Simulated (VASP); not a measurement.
Consider the following.

```yaml
crystal:
  lattice:
    - [2.30545, -3.99315, 0.00000]
    - [2.30545, 3.99315, 0.00000]
    - [0.00000, 0.00000, 5.91438]
  atoms:
    - { symbol: Te, position: [0.00000, 0.25445, 0.66667] }
    - { symbol: Te, position: [0.74555, 0.74555, 0.00000] }
    - { symbol: Te, position: [0.25445, 0.00000, 0.33333] }
```

Method: r2SCAN meta-GGA, VASP's PBE PAW potentials (set 64) (plane waves; VASP). Numerical set-up: 480 eV cut-off, 6×6×4 Γ-centred mesh, Gaussian smearing of 0.050 eV, potentials Te.

Unless said otherwise, spin-orbit coupling is left out, though it shifts the bands of the heavy elements here.

Question: Predict the energy per atom (σ→0), band gap (on the k-mesh) with the smallest direct gap where there is one.

Answer: 
```
Property                                      Result
-----------------------------------  ---------------
band gap (on the k-mesh)                     0.54 eV
smallest direct gap (on the k-mesh)          0.54 eV
energy per atom (σ→0)                -25.415 eV/atom
```

Total energies compare only between runs with the same potentials, cut-off and functional.

The compound is Te in the trig structure. It was relaxed first, which changed the volume by +7 %.
